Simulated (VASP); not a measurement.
Energy against volume of CsPbCl3 (cubic perovskite). These are vdW-DF-cx, VASP's PBE PAW potentials (set 64) (plane waves; VASP) values and carry that method's errors. Settings: 520 eV cut-off, 4×4×4 Γ-centred mesh, Gaussian smearing of 0.050 eV, potentials Cs_sv Pb_d Cl.

| V (Å³/atom) | E (eV/atom) |
|---|---|
| 33.665 | -1.29620 |
| 34.740 | -1.30581 |
| 35.814 | -1.30942 |
| 36.889 | -1.30800 |

Problem. Fit these four points and predict the energy of the run at 37.963 Å³/atom.

Solution. A cubic in V^(−2/3), the third-order Birch-Murnaghan form, passes through the four points with V0 = 36.02 Å³/atom and B0 = 24 GPa, and gives -1.3024 eV/atom there. The run gave -1.3024 eV/atom, +0.0 meV/atom from the fit; all five points give B0 = 24 GPa.

The compound is CsPbCl3 in the cubic perovskite structure, the ideal cubic form; the compound distorts at low or room temperature. It was relaxed first.
